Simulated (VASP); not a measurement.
Rh:

```xyz
1
Lattice="0.0000 1.8979 1.8979 1.8979 0.0000 1.8979 1.8979 1.8979 0.0000" Properties=species:S:1:pos:R:3 pbc="T T T"
Rh    0.0000    0.0000    0.0000
```

- Program: VASP 6.6.1
- Task: relaxation of cell and atoms
- Functional: PBE
- Potentials or basis: VASP PAW PBE potentials, release 64 (Rh_pv)
- Cutoff: 520 eV
- k mesh: 18 × 18 × 18
- Occupations: gaussian, width 1 eV
- Spin: no spin polarisation

At the start: pressure 13.7 GPa; volume 13.67 Å³/atom.

Question: Where does the relaxation end?

Answer: Over 16 steps the energy falls by 30.3 meV/atom and the volume is 14.42 Å³/atom (+5.5 %); space group Fm-3m (No. 225, to 0.05 Å).

Step by step:
```
step  energy change (eV)  largest force (eV/Å)  pressure (GPa)  volume (Å³)
   1              0.0000                0.0000           13.72        13.67
   2              0.0795                0.0000          -18.40        16.12
   3             -0.0303                0.0000           -0.45        14.45
   4             -0.0303                0.0000           -0.04        14.43
   5             -0.0303                0.0000            0.20        14.41
   6             -0.0303                0.0000            0.18        14.41
   7             -0.0303                0.0000            0.16        14.41
   8             -0.0303                0.0000            0.16        14.41
   9             -0.0303                0.0000            0.16        14.41
  10             -0.0303                0.0000            0.16        14.41
  11             -0.0303                0.0000            0.16        14.41
  12             -0.0303                0.0000            0.15        14.41
  13             -0.0303                0.0000            0.14        14.41
  14             -0.0303                0.0000            0.12        14.41
  15             -0.0303                0.0000            0.08        14.42
  16             -0.0303                0.0000           -0.01        14.42
```

Final structure:
```
Rh
1.0
     0.00000    1.93200    1.93200
     1.93200    0.00000    1.93200
     1.93200    1.93200    0.00000
Rh
1
Cartesian
  1.9320 1.9320 0.0000
```
